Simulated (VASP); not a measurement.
Energy against volume of CdSe (zinc blende). Computed with PBE GGA with D4 dispersion, VASP's PBE PAW potentials (set 64) (plane waves; VASP). Run with 520 eV cut-off, 8×8×8 Γ-centred mesh, Gaussian smearing of 0.050 eV, potentials Cd Se.

| V (Å³/atom) | E (eV/atom) |
|---|---|
| 27.855 | -3.05437 |
| 28.716 | -3.05874 |
| 29.577 | -3.05496 |
| 30.439 | -3.04437 |

Q: Fit these four points and predict the energy of the run at 26.993 Å³/atom.

A: A cubic in V^(−2/3), the third-order Birch-Murnaghan form, passes through the four points with V0 = 28.72 Å³/atom and B0 = 50 GPa, and gives -3.0402 eV/atom there. The run gave -3.0404 eV/atom, -0.2 meV/atom from the fit; all five points give B0 = 50 GPa.

The compound is CdSe in the zinc blende structure, whereas wurtzite is the usual form. It was relaxed first.
